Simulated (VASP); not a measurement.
Input:

```cif
data_Co2
_chemical_formula_sum 'Co2'
_space_group_name_H-M_alt 'P 1'
_space_group_IT_number 1
_cell_length_a 2.45410
_cell_length_b 2.45410
_cell_length_c 3.95823
_cell_angle_alpha 90.000
_cell_angle_beta 90.000
_cell_angle_gamma 120.000
loop_
_space_group_symop_operation_xyz
  'x, y, z'
loop_
_atom_site_label
_atom_site_type_symbol
_atom_site_fract_x
_atom_site_fract_y
_atom_site_fract_z
_atom_site_occupancy
Co1 Co 0.33333 0.66667 0.25000 1
Co2 Co 0.66667 0.33333 0.75000 1
```
Starting moments (μB, in the order of the record's atoms Co Co): 1.6 1.6.

Computed with PBEsol GGA, VASP's PBE PAW potentials (set 64) (plane waves; VASP). Numerical set-up: 480 eV cut-off, 16×16×8 Γ-centred mesh, first-order Methfessel-Paxton smearing of 0.10 eV, potentials Co.

Each relaxation starts from this cell; other phases were not tried.

Task: The cell is relaxed at 5 GPa. What happens?

Result: The volume per atom goes from 10.32 to 10.13 Å³ (-1.8 %), and the cell becomes a = b = 2.438 Å, c = 3.936 Å, α = β = 90.00°, γ = 120.00°, space group P6_3/mmc.

Task: The cell is relaxed at 20 GPa. What happens?

Result: The volume per atom goes from 10.32 to 9.64 Å³ (-6.6 %), and the cell becomes a = 2.399 Å, b = 2.399 Å, c = 3.869 Å, α = 90.00°, β = 90.00°, γ = 120.00°, space group P6_3/mmc.

Failed runs are left out, and for metals the shear rows, which the mesh's noise covers.

The compound is Co in the hcp structure. The spin order is the one that the start imposed; others were not tried in this run.
